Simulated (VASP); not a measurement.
Here is the system:

```
AlGaSb2
1.0
    2.17221     1.25413     7.07996
   -2.17221     1.25413     7.07996
    0.00000    -2.50825     7.07996
Al Ga Sb
1 1 2
Direct
  0.99982   0.99982   0.99982
  0.49999   0.49999   0.49999
  0.12552   0.12552   0.12552
  0.62469   0.62469   0.62469
```

Computed with PBEsol GGA, VASP's PBE PAW potentials (set 64) (plane waves; VASP). Run with 400 eV cut-off, 7×7×7 Γ-centred mesh, tetrahedra with Blöchl corrections, potentials Al Ga_d Sb.

The cores are frozen, which limits the accuracy of field gradients.

### Question
Give the principal components of the electric field gradient (V/Å²) and the asymmetry η at each nucleus.

### Answer

| atom | Vxx | Vyy | Vzz | η |
|---|---|---|---|---|
| Al1 | -0.2 | -0.2 | 0.4 | - |
| Ga2 | -0.4 | -0.3 | 0.7 | 0.00 |
| Sb3 | 28.3 | 28.3 | -56.7 | 0.00 |
| Sb4 | -31.2 | -31.2 | 62.4 | 0.00 |

The structure comes from a computed database's AlGaSb2 entry (R3m); how it stands against other phases isn't given here. It was relaxed first.
